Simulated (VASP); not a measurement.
All values below come from TPSS meta-GGA, VASP's PBE PAW potentials (set 64) (plane waves; VASP 6.6.1).

The input files of a VASP run:

### POSCAR
```
K
1
   -2.6496004027     2.6496004027     2.6496004027
    2.6496004027    -2.6496004027     2.6496004027
    2.6496004027     2.6496004027    -2.6496004027
K
1
Direct
  0.0000000000   0.0000000000   0.0000000000
```

File KPOINTS:
```
Automatic mesh
0
Gamma
10 10 10
0 0 0
```

**INCAR**
```
ALGO = Normal
EDIFF = 1E-7
ENCUT = 520
ISIF = 2
ISMEAR = 1
LASPH = .TRUE.
LCHARG = .FALSE.
LMIXTAU = .TRUE.
LREAL = .FALSE.
LWAVE = .FALSE.
METAGGA = TPSS
NELM = 100
PREC = Accurate
SIGMA = 0.1
SYSTEM = K
```

POTCAR, in this order: K_sv (PBE.64 set). Program: vasp_std.

The resulting files:

OSZICAR:
```
...
DAV:  12    -0.739787047730E+01   -0.17598E-01   -0.27275E-02   840   0.172E+00    0.211E+00
DAV:  13    -0.739876164977E+01   -0.89117E-03   -0.95836E-03   976   0.152E+00    0.128E+00
DAV:  14    -0.740068683425E+01   -0.19252E-02   -0.37824E-03   816   0.524E-01    0.144E+00
DAV:  15    -0.740079309621E+01   -0.10626E-03   -0.12223E-03   792   0.423E-01    0.963E-01
DAV:  16    -0.739809499754E+01    0.26981E-02   -0.18453E-03   784   0.515E-01    0.103E-01
DAV:  17    -0.740006372334E+01   -0.19687E-02   -0.14631E-03   784   0.525E-01    0.119E-01
DAV:  18    -0.827497756967E+04   -0.82676E+04   -0.82012E+04  1304   0.330E+01    0.856E+01
DAV:  19     0.277079049600E+03    0.85521E+04   -0.22355E+04  1336   0.152E+03    0.152E+03
DAV:  20     0.413565220876E+01   -0.27294E+03   -0.23569E+03   848   0.425E+02    0.814E+00
DAV:  21    -0.701979771768E+01   -0.11155E+02   -0.15805E+02  1496   0.913E+01    0.512E+01
DAV:  22    -0.743614204078E+01   -0.41634E+00   -0.11488E+01   992   0.292E+01    0.209E+01
DAV:  23    -0.768909321057E+01   -0.25295E+00   -0.30339E-01  1152   0.491E+00    0.195E+01
DAV:  24    -0.741421844054E+01    0.27487E+00   -0.20882E-01  1216   0.545E+00    0.213E+01
DAV:  25    -0.553828352600E+07   -0.55383E+07   -0.55258E+07   824   0.147E+04    0.620E+01
DAV:  26     0.458101029868E+03    0.55387E+07   -0.12937E+04   752   0.164E+03    0.100E+03
DAV:  27     0.171849140551E+01   -0.45638E+03   -0.49721E+03  1408   0.395E+02    0.198E+02
DAV:  28    -0.139389852007E+02   -0.15657E+02   -0.15398E+02  1480   0.120E+02    0.192E+01
DAV:  29    -0.625914149996E+01    0.76798E+01   -0.13597E+01  1168   0.369E+01    0.430E+01
DAV:  30    -0.751858910533E+01   -0.12594E+01   -0.11895E+00  1272   0.179E+01    0.310E+01
DAV:  31    -0.743991412538E+01    0.78675E-01   -0.88668E-01  1120   0.729E+00    0.277E+01
DAV:  32    -0.748872468332E+01   -0.48811E-01   -0.14553E-01  1280   0.344E+00    0.275E+01
DAV:  33    -0.752222339760E+01   -0.33499E-01   -0.83977E-02   784   0.363E+00    0.285E+01
DAV:  34    -0.749495868220E+01    0.27265E-01   -0.23712E-02  1208   0.205E+00    0.292E+01
DAV:  35    -0.745400465793E+01    0.40954E-01   -0.56012E-02   800   0.269E+00    0.287E+01
DAV:  36    -0.745289729833E+01    0.11074E-02   -0.22577E-02   800   0.228E+00    0.285E+01
DAV:  37    -0.743733279936E+01    0.15564E-01   -0.11028E-02   888   0.126E+00    0.277E+01
DAV:  38    -0.745457771110E+01   -0.17245E-01   -0.14437E-02   768   0.134E+00    0.255E+01
DAV:  39    -0.744739818422E+01    0.71795E-02   -0.19983E-02   768   0.167E+00    0.235E+01
DAV:  40    -0.744447138242E+01    0.29268E-02   -0.13292E-02   784   0.134E+00    0.223E+01
DAV:  41    -0.743142072919E+01    0.13051E-01   -0.20376E-02   768   0.142E+00    0.190E+01
DAV:  42    -0.742122633329E+01    0.10194E-01   -0.39191E-03   752   0.788E-01    0.161E+01
DAV:  43    -0.743146509423E+01   -0.10239E-01   -0.71664E-03   752   0.106E+00    0.128E+01
DAV:  44    -0.741234112425E+01    0.19124E-01   -0.69571E-03   752   0.122E+00    0.905E+00
DAV:  45    -0.740148635548E+01    0.10855E-01   -0.59937E-03   752   0.983E-01    0.589E+00
DAV:  46    -0.738348750977E+01    0.17999E-01   -0.34340E-03   752   0.827E-01    0.331E+00
DAV:  47    -0.737696265470E+01    0.65249E-02   -0.14417E-03   752   0.485E-01    0.178E+00
DAV:  48    -0.737027805201E+01    0.66846E-02   -0.14777E-03   752   0.542E-01    0.880E-01
DAV:  49    -0.737103236704E+01   -0.75432E-03   -0.85150E-04   768   0.441E-01    0.451E-01
DAV:  50    -0.736824383474E+01    0.27885E-02   -0.64789E-04   776   0.380E-01    0.303E-01
DAV:  51    -0.736846692208E+01   -0.22309E-03   -0.29660E-04   776   0.268E-01    0.272E-01
DAV:  52    -0.736796563491E+01    0.50129E-03   -0.29668E-04   768   0.269E-01    0.266E-01
DAV:  53    -0.736724321184E+01    0.72242E-03   -0.21872E-04   752   0.264E-01    0.266E-01
DAV:  54    -0.736829760877E+01   -0.10544E-02   -0.40391E-04   752   0.337E-01    0.267E-01
DAV:  55    -0.736704899874E+01    0.12486E-02   -0.17055E-04   752   0.200E-01    0.266E-01
DAV:  56    -0.736698867233E+01    0.60326E-04   -0.10469E-04   768   0.167E-01    0.265E-01
DAV:  57    -0.736770434344E+01   -0.71567E-03   -0.51337E-04   752   0.395E-01    0.264E-01
DAV:  58    -0.736411136259E+01    0.35930E-02   -0.25601E-03   752   0.880E-01    0.262E-01
DAV:  59    -0.736700225881E+01   -0.28909E-02   -0.13207E-03   752   0.624E-01    0.260E-01
DAV:  60    -0.736889081783E+01   -0.18886E-02   -0.27447E-04   752   0.273E-01    0.256E-01
DAV:  61    -0.736661360822E+01    0.22772E-02   -0.49287E-03   800   0.862E-01    0.875E-01
DAV:  62    -0.737211155869E+01   -0.54980E-02   -0.15306E-03   752   0.600E-01    0.722E-01
DAV:  63    -0.738415931341E+01   -0.12048E-01   -0.26542E-03   752   0.693E-01    0.336E-01
DAV:  64    -0.739375044962E+01   -0.95911E-02   -0.22465E-03   752   0.640E-01    0.172E-01
DAV:  65    -0.739122733985E+01    0.25231E-02   -0.97650E-04   752   0.469E-01    0.170E-01
DAV:  66    -0.741550231443E+01   -0.24275E-01   -0.10974E-02   752   0.127E+00    0.200E-01
DAV:  67    -0.740450425273E+01    0.10998E-01   -0.85775E-03   752   0.140E+00    0.109E-01
DAV:  68    -0.741209453432E+01   -0.75903E-02   -0.83802E-03   752   0.138E+00    0.114E-01
DAV:  69    -0.740031741228E+01    0.11777E-01   -0.15878E-02   752   0.184E+00    0.207E-01
DAV:  70    -0.739677233522E+01    0.35451E-02   -0.73963E-03   752   0.140E+00    0.233E-01
DAV:  71    -0.739320660346E+01    0.35657E-02   -0.25950E-03   752   0.848E-01    0.259E-01
DAV:  72    -0.739294113569E+01    0.26547E-03   -0.54139E-03   752   0.116E+00    0.218E-01
DAV:  73    -0.739089286072E+01    0.20483E-02   -0.61178E-03   752   0.105E+00    0.215E-01
DAV:  74    -0.739196194422E+01   -0.10691E-02   -0.69411E-03   752   0.127E+00    0.157E-01
DAV:  75    -0.740065723744E+01   -0.86953E-02   -0.77334E-03   752   0.121E+00    0.798E-02
DAV:  76    -0.740096162806E+01   -0.30439E-03   -0.41347E-04   968   0.281E-01    0.479E-02
DAV:  77    -0.239096681811E+06   -0.23909E+06   -0.23769E+06   848   0.565E+02    0.174E+02
DAV:  78     0.338744300866E+03    0.23944E+06   -0.17795E+04  1104   0.162E+03    0.662E+03
DAV:  79    -0.261434196506E+04   -0.29531E+04   -0.10379E+04  1392   0.686E+02    0.323E+03
DAV:  80    -0.121874188418E+03    0.24925E+04   -0.53483E+03  1424   0.406E+02    0.244E+03
DAV:  81    -0.186954049658E+03   -0.65080E+02   -0.66495E+02  1288   0.203E+02    0.131E+03
DAV:  82    -0.739825196436E+02    0.11297E+03   -0.26980E+01   928   0.673E+01    0.601E+02
DAV:  83    -0.256746319163E+02    0.48308E+02   -0.27421E+01  1000   0.447E+01    0.295E+02
DAV:  84    -0.188364815982E+02    0.68382E+01   -0.53212E+00   880   0.245E+01    0.169E+02
DAV:  85    -0.145315645091E+02    0.43049E+01   -0.62055E+00  1504   0.293E+01    0.490E+01
DAV:  86    -0.175257400815E+02   -0.29942E+01   -0.21351E+00  1248   0.135E+01    0.189E+01
DAV:  87    -0.125414394076E+02    0.49843E+01   -0.39980E+00  1320   0.152E+01    0.222E+01
DAV:  88    -0.915565139117E+01    0.33858E+01   -0.51498E+00  1176   0.159E+01    0.772E+00
DAV:  89    -0.783050382600E+01    0.13251E+01   -0.24044E+00  1152   0.107E+01    0.109E+01
DAV:  90    -0.760035846946E+01    0.23015E+00   -0.39555E-01  1280   0.890E+00    0.170E+01
DAV:  91    -0.723940917043E+01    0.36095E+00   -0.68909E-01  1096   0.890E+00    0.594E+00
DAV:  92    -0.734690088008E+01   -0.10749E+00   -0.86373E-01  1160   0.988E+00    0.978E-01
DAV:  93    -0.741588752218E+01   -0.68987E-01   -0.18627E-01  1128   0.455E+00    0.409E-01
DAV:  94    -0.748124148805E+01   -0.65354E-01   -0.54676E-02   816   0.262E+00    0.145E+00
DAV:  95    -0.744459403810E+01    0.36647E-01   -0.18088E-02   872   0.153E+00    0.101E+00
DAV:  96    -0.743422262825E+01    0.10371E-01   -0.30089E-02   768   0.218E+00    0.451E-01
DAV:  97    -0.743464858529E+01   -0.42596E-03   -0.17182E-02   768   0.182E+00    0.100E-01
DAV:  98    -0.740959285346E+01    0.25056E-01   -0.12989E-02   760   0.171E+00    0.122E-01
DAV:  99    -0.740317057643E+01    0.64223E-02   -0.39545E-03   752   0.954E-01    0.514E-02
DAV: 100    -0.740009981830E+01    0.30708E-02   -0.43571E-03   752   0.964E-01
   1 F= -.74000998E+01 E0= -.73997391E+01  d E =-.108225E-02
```

File OUTCAR:
```
------------------------ aborting loop EDIFF was not reached (unconverged)  ----------------------------
  FORCE on cell =-STRESS in cart. coord.  units (eV):
  Direction    XX          YY          ZZ          XY          YZ          ZX
  --------------------------------------------------------------------------------------
  Total        0.2344247      0.2344247      0.2344247      0.0000000     -0.0000000     -0.0000000
  in kB        5.0479245      5.0479245      5.0479245      0.0000000     -0.0000000     -0.0000000
  external PRESSURE =       5.0479245 kB  Pullay stress =       0.0000000 kB
  volume of cell :       74.40
      direct lattice vectors                 reciprocal lattice vectors
    -2.649600403  2.649600403  2.649600403     0.000000000  0.188707701  0.188707701
     2.649600403 -2.649600403  2.649600403     0.188707701  0.000000000  0.188707701
     2.649600403  2.649600403 -2.649600403     0.188707701  0.188707701  0.000000000
 POSITION                                       TOTAL-FORCE (eV/Angst)
 -----------------------------------------------------------------------------------
      0.00000      0.00000      0.00000         0.000000     -0.000000     -0.000000
 -----------------------------------------------------------------------------------
    total drift:                                0.000000     -0.000000     -0.000000
  FREE ENERGIE OF THE ION-ELECTRON SYSTEM (eV)
  ---------------------------------------------------
  free  energy   TOTEN  =        -7.4000998183 eV

  energy  without entropy=       -7.3990175675  energy(sigma->0) =       -7.39973907
```
(Selected blocks of OUTCAR.)

stdout:
```
...
DAV:  81    -0.186954049658E+03   -0.65080E+02   -0.66495E+02  1288   0.203E+02    0.131E+03
DAV:  82    -0.739825196436E+02    0.11297E+03   -0.26980E+01   928   0.673E+01    0.601E+02
DAV:  83    -0.256746319163E+02    0.48308E+02   -0.27421E+01  1000   0.447E+01    0.295E+02
DAV:  84    -0.188364815982E+02    0.68382E+01   -0.53212E+00   880   0.245E+01    0.169E+02
DAV:  85    -0.145315645091E+02    0.43049E+01   -0.62055E+00  1504   0.293E+01    0.490E+01
DAV:  86    -0.175257400815E+02   -0.29942E+01   -0.21351E+00  1248   0.135E+01    0.189E+01
DAV:  87    -0.125414394076E+02    0.49843E+01   -0.39980E+00  1320   0.152E+01    0.222E+01
DAV:  88    -0.915565139117E+01    0.33858E+01   -0.51498E+00  1176   0.159E+01    0.772E+00
DAV:  89    -0.783050382600E+01    0.13251E+01   -0.24044E+00  1152   0.107E+01    0.109E+01
DAV:  90    -0.760035846946E+01    0.23015E+00   -0.39555E-01  1280   0.890E+00    0.170E+01
DAV:  91    -0.723940917043E+01    0.36095E+00   -0.68909E-01  1096   0.890E+00    0.594E+00
DAV:  92    -0.734690088008E+01   -0.10749E+00   -0.86373E-01  1160   0.988E+00    0.978E-01
DAV:  93    -0.741588752218E+01   -0.68987E-01   -0.18627E-01  1128   0.455E+00    0.409E-01
DAV:  94    -0.748124148805E+01   -0.65354E-01   -0.54676E-02   816   0.262E+00    0.145E+00
DAV:  95    -0.744459403810E+01    0.36647E-01   -0.18088E-02   872   0.153E+00    0.101E+00
DAV:  96    -0.743422262825E+01    0.10371E-01   -0.30089E-02   768   0.218E+00    0.451E-01
DAV:  97    -0.743464858529E+01   -0.42596E-03   -0.17182E-02   768   0.182E+00    0.100E-01
DAV:  98    -0.740959285346E+01    0.25056E-01   -0.12989E-02   760   0.171E+00    0.122E-01
DAV:  99    -0.740317057643E+01    0.64223E-02   -0.39545E-03   752   0.954E-01    0.514E-02
DAV: 100    -0.740009981830E+01    0.30708E-02   -0.43571E-03   752   0.964E-01

 -----------------------------------------------------------------------------
|                                                                             |
|           W    W    AA    RRRRR   N    N  II  N    N   GGGG   !!!           |
|           W    W   A  A   R    R  NN   N  II  NN   N  G    G  !!!           |
|           W    W  A    A  R    R  N N  N  II  N N  N  G       !!!           |
|           W WW W  AAAAAA  RRRRR   N  N N  II  N  N N  G  GGG   !            |
|           WW  WW  A    A  R   R   N   NN  II  N   NN  G    G                |
|           W    W  A    A  R    R  N    N  II  N    N   GGGG   !!!           |
|                                                                             |
|     The electronic self-consistency was not achieved in the given           |
|     number of steps (NELM). The forces and other quantities evaluated       |
|     might not be reliable so examine the results carefully. If you find     |
|     spurious results, we suggest increasing NELM, if you were close to      |
|     convergence or switching to a different ALGO or adjusting the           |
|     density mixing parameters otherwise.                                    |
|                                                                             |
 -----------------------------------------------------------------------------

   1 F= -.74000998E+01 E0= -.73997391E+01  d E =-.108225E-02
```

Convergence was not reached.

The compound is K in the bcc structure. This cell is one point of a volume scan, at 0.97 of the reference volume.
